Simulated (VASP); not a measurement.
Here is the system:

```
CELL_PARAMETERS angstrom
     -2.41140     2.41140     2.41140
      2.41140    -2.41140     2.41140
      2.41140     2.41140    -2.41140
ATOMIC_POSITIONS crystal
  Ba 0.00000 0.00000 0.00000
```

The numbers are results of rev-vdW-DF2, VASP's PBE PAW potentials (set 64) (plane waves; VASP 6.6.1), not measurements. Run with 520 eV cut-off, 11×11×11 Γ-centred mesh, first-order Methfessel-Paxton smearing of 0.10 eV, potentials Ba_sv.

Unless said otherwise, spin-orbit coupling is left out, though it shifts the bands of the heavy elements here.

**Question.** Predict the energy per atom (σ→0), band gap (on the k-mesh) with the smallest direct gap where there is one.

**Answer.** 
```yaml
band gap (on the k-mesh): none (metal, semimetal or under 0.01 eV)
energy per atom (σ→0): 5 meV/atom
```

Only differences to runs with the same potentials and settings are physical.

The compound is Ba in the bcc structure. This cell is one point of a volume scan, at 0.94 of the reference volume.
